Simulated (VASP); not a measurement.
Input:

```
CELL_PARAMETERS angstrom
      0.00000     2.04000     2.04000
      2.04000     0.00000     2.04000
      2.04000     2.04000     0.00000
ATOMIC_POSITIONS crystal
  Au 0.00000 0.00000 0.00000
```

Method: vdW-DF2, VASP's PBE PAW potentials (set 64) (plane waves; VASP 6.6.1). Settings: 520 eV cut-off, 14×14×14 Γ-centred mesh, first-order Methfessel-Paxton smearing of 0.10 eV, potentials Au.

Energy and stress use the plane-wave basis of the starting cell.

### Question
The ions, cell shape and volume are relaxed. Predict the relaxed structure.

### Answer

```
CELL_PARAMETERS angstrom
      0.00000     2.16870     2.16870
      2.16870     0.00000     2.16870
      2.16870     2.16870     0.00000
ATOMIC_POSITIONS crystal
  Au 0.00000 0.00000 0.00000
```
Space group Fm-3m (225), at a tolerance of 0.03 Å.

### Question
How do energy and volume change from the first to the last step?

### Answer
The energy (σ→0) changes by -247.2 meV/atom and the volume by +20.1 %, in 19 ionic steps.

| step | E(σ→0) (eV) | max force (eV/Å) | pressure (GPa) | volume (Å³) |
|---|---|---|---|---|
| 1 | 0.1353 | 0.000 | 28.31 | 16.98 |
| 2 | 0.1018 | 0.000 | -10.53 | 25.47 |
| 3 | -0.1116 | 0.000 | -0.62 | 20.56 |
| 4 | -0.1119 | 0.000 | -0.23 | 20.47 |
| 5 | -0.1119 | 0.000 | 0.10 | 20.39 |
| 6 | -0.1119 | 0.000 | 0.11 | 20.39 |
| 7 | -0.1119 | 0.000 | 0.12 | 20.39 |
| 8 | -0.1119 | 0.000 | 0.11 | 20.39 |
| 9 | -0.1119 | 0.000 | 0.11 | 20.39 |
| 10 | -0.1119 | 0.000 | 0.11 | 20.39 |
| 11 | -0.1119 | 0.000 | 0.11 | 20.39 |
| 12 | -0.1119 | 0.000 | 0.11 | 20.39 |
| 13 | -0.1119 | 0.000 | 0.11 | 20.39 |
| 14 | -0.1119 | 0.000 | 0.11 | 20.39 |
| 15 | -0.1119 | 0.000 | 0.11 | 20.39 |
| 16 | -0.1119 | 0.000 | 0.11 | 20.39 |
| 17 | -0.1119 | 0.000 | 0.12 | 20.39 |
| 18 | -0.1119 | 0.000 | 0.12 | 20.40 |
| 19 | -0.1119 | 0.000 | 0.08 | 20.40 |

The compound is Au in the fcc structure. This run relaxes it. Symmetry was kept, so distortions that lower it aren't found.
